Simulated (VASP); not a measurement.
VASP ran on this input.

**INCAR**
```
! general
SYSTEM   =  RbBr
PREC     =  Accurate
ENCUT    =  520
LREAL    =  F
LASPH    =  T

! electronic loop
EDIFF    =  1E-7
NELM     =  100
ALGO     =  Normal
LMAXMIX  =  4

! smearing
ISMEAR   =  0
SIGMA    =  0.05

! functional
GGA      =  RP

! ions
ISIF     =  2

! output
LWAVE    =  F
LCHARG   =  F
```

File KPOINTS:
```
Automatic mesh
0
Gamma
6 6 6
0 0 0
```

POSCAR:
```
RbBr
1
    0.0000000000     3.5530870847     3.5530870847
    3.5530870847     0.0000000000     3.5530870847
    3.5530870847     3.5530870847     0.0000000000
Rb Br
1 1
Direct
  0.0000000000   0.0000000000   0.0000000000
  0.5000000000   0.5000000000   0.5000000000
```

POTCAR, in this order: Rb_sv Br (PBE.64 set). Program: vasp_std.

Question: Translate this RPBE calculation to Quantum ESPRESSO's pw.x.

Answer: One equivalent input (not run):
```
&CONTROL
  calculation = 'scf'
  pseudo_dir = './pseudo'
  outdir = './out'
  tprnfor = .true.
  tstress = .true.
/
&SYSTEM
  ibrav = 0
  nat = 2
  ntyp = 2
  ecutwfc = 46.3
  occupations = 'smearing'
  smearing = 'gaussian'
  degauss = 0.003675
  input_dft = 'rpbe'
/
&ELECTRONS
  conv_thr = 7.3e-09
  electron_maxstep = 100
/
ATOMIC_SPECIES
  Rb 85.468 Rb.upf
  Br 79.904 Br.upf
CELL_PARAMETERS angstrom
     0.0000000    3.5530871    3.5530871
     3.5530871    0.0000000    3.5530871
     3.5530871    3.5530871    0.0000000
ATOMIC_POSITIONS crystal
  Rb   0.0000000  0.0000000  0.0000000
  Br   0.5000000  0.5000000  0.5000000
K_POINTS automatic
  6 6 6 0 0 0
```
The two are equivalent in intent, not identical: the potentials are each code's own (VASP's PAW set, PseudoDojo norm-conserving files in pw.x), so ENCUT and ecutwfc are chosen apart and not converted; conv_thr bounds pw.x's estimated SCF error, while EDIFF bounds the energy change between steps.

The compound is RbBr in the rock salt structure. This cell is one point of a volume scan, at 0.94 of the reference volume.
